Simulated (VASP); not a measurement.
VASP ran on this input.

File KPOINTS:
```
Regular mesh
0
Gamma
14 14 14
0 0 0
```

### POSCAR
```
HfC
1.0
  0.0000000000   2.3236476523   2.3236476523
  2.3236476523   0.0000000000   2.3236476523
  2.3236476523   2.3236476523   0.0000000000
Hf C
1 1
Direct
  0.0000000000   0.0000000000   0.0000000000
  0.5000000000   0.5000000000   0.5000000000
```

### INCAR
```
SYSTEM = HfC
PREC = Accurate; ENCUT = 620; LREAL = F
LASPH = T
EDIFF = 1E-6; NELM = 100; ALGO = Normal
LMAXMIX = 6
ISMEAR = 1; SIGMA = 0.1
GGA = PE
IBRION = 2; NSW = 40; ISIF = 3
EDIFFG = -0.02
LWAVE = F; LCHARG = F
```

POTCAR, in this order: Hf_pv C (PBE.64 set). Program: vasp_std.

Write an equivalent input for Ansatz.

One equivalent input (not run):
Ansatz 0.2 input:
```yaml
crystal:
  lattice:
    - [0.0000000, 2.3236477, 2.3236477]
    - [2.3236477, 0.0000000, 2.3236477]
    - [2.3236477, 2.3236477, 0.0000000]
  atoms:
    - { symbol: Hf, position: [0.0000000, 0.0000000, 0.0000000] }
    - { symbol: C, position: [0.5000000, 0.5000000, 0.5000000] }
kpoints:
  mp_grid: { grid: [14, 14, 14] }
hamiltonian:
  xc: pbe
  pseudopotentials: { kind: paw }
scf:
  occupations: { method: methfessel_paxton, width: 0.1 }
  max_iter: 100
relax:
  max_steps: 40
  f_tol: 0.02
  cell: {}
output: { forces: true, stress: true, eigenvalues: true }
```
The two are equivalent in intent, not identical: each code has its own PAW files, so the cut-off isn't converted (ENCUT is set for VASP's; basis.ecutwfc is left out, and Ansatz then takes the one that its files recommend); Ansatz stops its SCF on the density residual and VASP on the energy change (EDIFF).

The compound is HfC in the rock salt structure. It was relaxed first.
